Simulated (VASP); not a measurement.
Calculation: PBEsol GGA, VASP's PBE PAW potentials (set 64) (plane waves; VASP).

VASP input:

**KPOINTS**
```
Automatic mesh
0
Gamma
5 4 1
0 0 0
```

INCAR:
```
SYSTEM  =  AgCl(110) slab
PREC  =  Normal; ENCUT  =  400; LREAL  =  F
LASPH  =  T
EDIFF  =  1E-6; NELM  =  100; NELMIN  =  4
ALGO  =  Normal; LMAXMIX  =  4
ISMEAR  =  0; SIGMA  =  0.05
GGA  =  PS
LWAVE  =  F; LCHARG  =  F; LORBIT  =  11
LVHAR  =  T
DIPOL  =  0.5 0.5 0.5
LDIPOL  =  T; IDIPOL  =  3
```

File POSCAR:
```
AgCl(110) slab
1
    3.8499876148     0.0000000000     0.0000000000
    0.0000000000     5.4447041942     0.0000000000
    0.0000000000     0.0000000000    26.2653786044
Ag Cl
6 6
Direct
  0.0000000000   0.0000000000   0.3271772543
  0.5000000000   0.5000000000   0.3822933069
  0.0000000000   0.0000000000   0.4692911839
  0.5000000000   0.5000000000   0.5307088161
  0.0000000000   0.0000000000   0.6177066931
  0.5000000000   0.5000000000   0.6728227457
  0.5000000000   0.0000000000   0.3942154568
  0.0000000000   0.5000000000   0.3135869761
  0.5000000000   0.0000000000   0.5400944075
  0.0000000000   0.5000000000   0.4599055925
  0.5000000000   0.0000000000   0.6864130239
  0.0000000000   0.5000000000   0.6057845432
```

POTCAR, in this order: Ag Cl (PBE.64 set). Program: vasp_std. Read from the step before: WAVECAR.

Problem. Estimate the energy per atom (σ→0).

Solution. 
| Item | Result |
|---|---|
| energy per atom (σ→0) | -2.950 eV/atom |

### OSZICAR
```
       N       E                     dE             d eps       ncg     rms          rms(c)
DAV:   1    -0.353992063091E+02   -0.35399E+02   -0.42676E-05  1240   0.272E-02    0.106E-02
DAV:   2    -0.353992042189E+02    0.20902E-05   -0.98833E-06  1256   0.172E-02    0.544E-03
DAV:   3    -0.353992038481E+02    0.37082E-06   -0.20165E-06   928   0.516E-03    0.374E-03
DAV:   4    -0.353992038754E+02   -0.27290E-07   -0.55168E-07   712   0.309E-03
   1 F= -.35399204E+02 E0= -.35399204E+02  d E =-.323109E-13
```

The cell is a thin slab with vacuum, built from AgCl (rock salt): (110) face.
